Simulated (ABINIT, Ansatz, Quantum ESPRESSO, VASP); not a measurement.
# Os (P6_3/mmc, 2 atoms in the cell) computed with different codes at matched settings

Self-consistent single point.

```xyz
2
Lattice="1.3650 -2.3642 0.0000 1.3650 2.3642 0.0000 0.0000 0.0000 4.3200" Properties=species:S:1:pos:R:3 pbc="T T T"
Os     1.3650     0.7881     1.0800
Os     1.3650    -0.7881     3.2400
```

Shared settings, as Ansatz (a quantum-chemistry and plane-wave program) writes them: kpoints.mp_grid.grid = 11 11 6; scf.occupations.method = gaussian; scf.occupations.width = 0.01 Ry. Potentials and cutoffs stand in the table.

```
code                                                             model  pressure (GPa)   cutoff
----------------  ----------------------------------------------------  --------------  -------
Ansatz                         PBEsol, default PAW files made with PBE           -1.52  30.9 Ry
VASP                        PBEsol, VASP's PBE PAW potentials (set 64)           -2.63   300 eV
Quantum ESPRESSO  PBEsol, SSSP 1.1.2 efficiency (PBE) pseudopotentials           -1.01    40 Ry
ABINIT              PBEsol, PAW (JTH v2.0 PBE PAW, files made for PBE)           -0.90    20 Ha
```

On Ansatz's run: spin-orbit coupling is off. Spin polarisation is off.

The spread over the programs that give each value: pressure within 1.73 GPa.

Ansatz's pressure is given at a fixed set of plane waves, as the other plane-wave codes print theirs; with its correction for the finite basis it is -1.44 GPa. In the pressure, VASP (by 1.37) lies more than 1 GPa from the median of the plane-wave programs.

VASP's run is marked for a possible Pulay error in its stress at this cutoff; no cutoff test was made.

The starting cell has typed, rounded lattice constants, without a prior relaxation at this level.

Left out of this page: GPAW, CP2K, Elk, FLEUR and SIESTA (not drawn, or without a comparable value).

Keys are those of Ansatz 0.2.
